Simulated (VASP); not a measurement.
A convergence study with VASP on MgS (rock salt): one setting is varied, all else stays as given below, so the limit is that of these other settings. Each run relaxes cell and ions from the cell shown.

```
MgS
1.0
    0.00000     2.60000     2.60000
    2.60000     0.00000     2.60000
    2.60000     2.60000     0.00000
Mg S
1 1
Direct
  0.00000   0.00000   0.00000
  0.50000   0.50000   0.50000
```

Level of theory: PBE GGA, VASP's PBE PAW potentials (set 64) (plane waves; VASP). The tightest run used: 550 eV cut-off, 13×13×13 Γ-centred mesh, Gaussian smearing of 0.050 eV, potentials Mg S.

Gaps are read on the run's mesh, which can miss a band edge.

Problem. The settings run are 2×2×2 mesh; 3×3×3 mesh; 4×4×4 mesh; 5×5×5 mesh; 6×6×6 mesh; 7×7×7 mesh; 9×9×9 mesh; 10×10×10 mesh; 11×11×11 mesh; 12×12×12 mesh; 13×13×13 mesh. From which on does the relaxed volume stay within 0.1 Å³/atom of the tightest run?

Solution. From 4×4×4 mesh on: it is off by 0.085 there and by no more than 0.1 in any finer run, while 3×3×3 mesh is off by 0.357.
```csv
setting,relaxed volume (Å³/atom),E (eV/atom),gap on the mesh (eV),irreducible k-points,difference judged (Å³/atom)
2×2×2 mesh,19.390,-3.5928,2.208,3,1.580
3×3×3 mesh,18.167,-4.1394,3.428,4,0.357
4×4×4 mesh,17.895,-4.2282,2.715,8,0.085
5×5×5 mesh,17.832,-4.2462,3.154,10,0.022
6×6×6 mesh,17.816,-4.2503,2.748,16,0.006
7×7×7 mesh,17.812,-4.2513,2.963,20,0.002
9×9×9 mesh,17.810,-4.2516,2.880,35,0.000
10×10×10 mesh,17.810,-4.2516,2.751,47,0.000
11×11×11 mesh,17.810,-4.2517,2.838,56,0.000
12×12×12 mesh,17.810,-4.2517,2.751,72,0.000
13×13×13 mesh,17.810,-4.2517,2.813,84,0.000
```

Left out are rungs that failed or repeat a setting and relaxations that didn't move; long series are thinned to 24 rows.

The compound is MgS in the rock salt structure.
